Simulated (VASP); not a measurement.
Output of a VASP run:

**OSZICAR**
```
       N       E                     dE             d eps       ncg     rms          rms(c)
DAV:   1    -0.130293591917E+03   -0.13029E+03   -0.40612E-06   627   0.149E-02    0.761E-04
DAV:   2    -0.130293591846E+03    0.71032E-07   -0.47131E-07   526   0.586E-03    0.368E-04
DAV:   3    -0.130293591827E+03    0.19762E-07   -0.20689E-07   519   0.322E-03    0.204E-04
DAV:   4    -0.130293592025E+03   -0.19827E-06   -0.22301E-07   498   0.391E-03
   1 F= -.13029359E+03 E0= -.13029359E+03  d E =-.452770E-12
```

### OUTCAR
```
------------------------ aborting loop because EDIFF is reached ----------------------------------------
  FORCE on cell =-STRESS in cart. coord.  units (eV):
  Direction    XX          YY          ZZ          XY          YZ          ZX
  --------------------------------------------------------------------------------------
  Total        0.8189366     -2.3255776     -0.0952658      0.0000000      0.0000000      0.0000000
  in kB        3.2174487     -9.1367594     -0.3742815      0.0000000      0.0000000      0.0000000
  external PRESSURE =      -2.0978641 kB  Pullay stress =       0.0000000 kB
  volume of cell :      407.80
      direct lattice vectors                 reciprocal lattice vectors
     4.786405401  0.000000000  0.000000000     0.208925053  0.000000000  0.000000000
     0.000000000  3.384499302  0.000000000     0.000000000  0.295464679  0.000000000
     0.000000000  0.000000000 25.173599537     0.000000000  0.000000000  0.039724156
 POSITION                                       TOTAL-FORCE (eV/Angst)
 -----------------------------------------------------------------------------------
      4.55874      0.00000     16.44757         0.016472      0.000000     -0.015329
      2.45166      1.69225     15.14392        -0.002925      0.000000      0.012035
      0.05667      0.00000     13.42015        -0.013308      0.000000     -0.005582
      2.44988      1.69225     11.75345        -0.013308      0.000000      0.005582
      0.05846      0.00000     10.02968        -0.002925      0.000000     -0.012035
      2.16554      1.69225      8.72603         0.016472      0.000000      0.015329
      1.27878      0.00000     15.12991        -0.011299      0.000000     -0.001609
      3.56155      1.69225     16.98896         0.002381      0.000000      0.004592
      1.25521      0.00000     11.72583         0.008679      0.000000      0.011057
      3.64841      1.69225     13.44777         0.008679      0.000000     -0.011057
      1.16835      0.00000      8.18464         0.002381      0.000000     -0.004592
      3.67198      1.69225     10.04369        -0.011299      0.000000      0.001609
 -----------------------------------------------------------------------------------
    total drift:                                0.000842      0.000000      0.000005
  FREE ENERGIE OF THE ION-ELECTRON SYSTEM (eV)
  ---------------------------------------------------
  free  energy   TOTEN  =      -130.2935920248 eV

  energy  without entropy=     -130.2935920248  energy(sigma->0) =     -130.29359202

 total charge

# of ion       s       p       d       tot
------------------------------------------
    1        0.722   1.016   0.000   1.739
    2        0.670   1.116   0.000   1.786
    3        0.671   1.141   0.000   1.812
    4        0.671   1.141   0.000   1.812
    5        0.670   1.116   0.000   1.786
    6        0.722   1.016   0.000   1.739
    7        1.174   1.705   0.094   2.974
    8        1.227   1.608   0.061   2.895
    9        1.174   1.689   0.091   2.953
   10        1.174   1.689   0.091   2.953
   11        1.227   1.608   0.061   2.895
   12        1.174   1.705   0.094   2.974
--------------------------------------------------
tot         11.275  16.549   0.493  28.317
```
(Selected blocks of OUTCAR.)

File POSCAR:
```
BAs(110) slab
1
    4.7864054009     0.0000000000     0.0000000000
    0.0000000000     3.3844993019     0.0000000000
    0.0000000000     0.0000000000    25.1735995374
B As
6 6
Direct
  0.9524350185   0.0000000000   0.6533660153
  0.5122128633   0.5000000000   0.6015794816
  0.0118404111   0.0000000000   0.5331042813
  0.5118404111   0.5000000000   0.4668957187
  0.0122128633   0.0000000000   0.3984205184
  0.4524350185   0.5000000000   0.3466339847
  0.2671691758   0.0000000000   0.6010227805
  0.7440975517   0.5000000000   0.6748719513
  0.2622449796   0.0000000000   0.4657988779
  0.7622449796   0.5000000000   0.5342011221
  0.2440975517   0.0000000000   0.3251280487
  0.7671691758   0.5000000000   0.3989772195
```

Question: Write an INCAR and KPOINTS that could have produced this output.

Answer: Several could match; the one computed here: the input of the run itself, r2SCAN meta-GGA, plane waves, VASP's PBE PAW potentials (set 64).

**INCAR**
```
! general
SYSTEM  = BAs(110) slab
PREC    = Normal
ENCUT   = 450
LREAL   = F
LASPH   = T

! electronic loop
EDIFF   = 1E-6
NELM    = 100
NELMIN  = 4
ALGO    = Normal
LMAXMIX = 4
LMIXTAU = T

! smearing
ISMEAR  = 0
SIGMA   = 0.05

! functional
METAGGA = R2SCAN

! output
LWAVE   = F
LCHARG  = F
LORBIT  = 11
LVHAR   = T

! other
LDIPOL  = T
IDIPOL  = 3
DIPOL   = 0.5 0.5 0.5
```

File KPOINTS:
```
K-points
0
gamma
4 6 1
```

POTCAR, in this order: B As (PBE.64 set). Program: vasp_std. Read from the step before: WAVECAR.

At this cut-off the stress carries a Pulay error, which pulls relaxed volumes low.

The cell is a thin slab with vacuum, built from BAs (zinc blende): (110) face.
